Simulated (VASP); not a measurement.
OSZICAR of a VASP run on CdMg3Te4 (ordered alloy cell):

OSZICAR:
```
       N       E                     dE             d eps       ncg     rms          rms(c)
DAV:   1     0.188218163612E+03    0.18822E+03   -0.13488E+04   208   0.104E+03
DAV:   2    -0.120129095505E+02   -0.20023E+03   -0.19586E+03   258   0.208E+02
DAV:   3    -0.246306796786E+02   -0.12618E+02   -0.12599E+02   236   0.581E+01
DAV:   4    -0.248713131108E+02   -0.24063E+00   -0.24055E+00   304   0.769E+00
DAV:   5    -0.248737865356E+02   -0.24734E-02   -0.24734E-02   246   0.894E-01    0.688E+00
DAV:   6    -0.240701572960E+02    0.80363E+00   -0.16624E+00   220   0.838E+00    0.537E+00
DAV:   7    -0.239824265502E+02    0.87731E-01   -0.74600E-01   224   0.365E+00    0.237E+00
DAV:   8    -0.239933451016E+02   -0.10919E-01   -0.39510E-02   232   0.180E+00    0.870E-01
DAV:   9    -0.239963779622E+02   -0.30329E-02   -0.59299E-03   234   0.667E-01    0.173E-01
DAV:  10    -0.239968316660E+02   -0.45370E-03   -0.17809E-03   248   0.331E-01    0.896E-02
DAV:  11    -0.239970147685E+02   -0.18310E-03   -0.30034E-04   220   0.960E-02    0.183E-02
DAV:  12    -0.239970436387E+02   -0.28870E-04   -0.42692E-05   264   0.457E-02    0.110E-02
DAV:  13    -0.239970537986E+02   -0.10160E-04   -0.26911E-05   212   0.329E-02    0.460E-03
DAV:  14    -0.239970543503E+02   -0.55171E-06   -0.81395E-07   180   0.566E-03
   1 F= -.23997054E+02 E0= -.23997054E+02  d E =-.918984E-13
```

**Question.** Which electronic solver shows in the log?

**Answer.** It is blocked Davidson (ALGO = Normal, or the opening steps of other solvers). The INCAR had ALGO = Normal.

**Question.** Can the final energy be trusted as converged?

**Answer.** The calculation finished and met its thresholds. It stopped with EDIFF = 1E-6, NELM = 100 (PBE GGA, plane waves, VASP's PBE PAW potentials (set 64)).

The structure was generated: CdMg3Te4 was put into an ordered model structure (P-43m), which need not be its known phase. It was relaxed first.
